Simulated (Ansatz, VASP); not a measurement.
One calculation of Sb2Au, two programs

```
CELL_PARAMETERS angstrom
0.00000 3.26144 3.32800
3.26144 0.00000 3.32800
3.26144 3.26144 0.00000
ATOMIC_POSITIONS crystal
Sb 0.25000 0.25000 0.25000
Sb 0.75000 0.75000 0.75000
Au 0.00000 0.00000 0.00000
```

Change from the starting cell: equal xx and yy strain of -2 %, crystal datasets.

Alike in both runs: task electric field gradients; functional LDA; k mesh 9 × 9 × 9; occupations fermi-dirac, width 0.08 eV; no spin polarisation.

```csv
,VASP,Ansatz
version,VASP 6.6.1,Ansatz 0.2.0
potentials or method,"VASP PAW LDA potentials, release 64 (Sb, Au), cutoff 520 eV","all-electron PAW with datasets made for the crystal, scalar-relativistic"
```

```tsv
	VASP	Ansatz	Ansatz less VASP
pressure (GPa)	7.8	7.5	-0.24
largest component of the traceless stress (GPa)	0.40	0.42	+0.022
Vzz of the field gradient on the site that differs most (V/Å²)	-5.9	-2.3	+3.58
```

Ansatz ran all-electron here, so the differences hold the error of VASP's frozen core and of both bases. Ansatz warned: «gradients_without_spin_orbit».

Spin-orbit coupling is left out, which matters for the levels of Au, Sb.
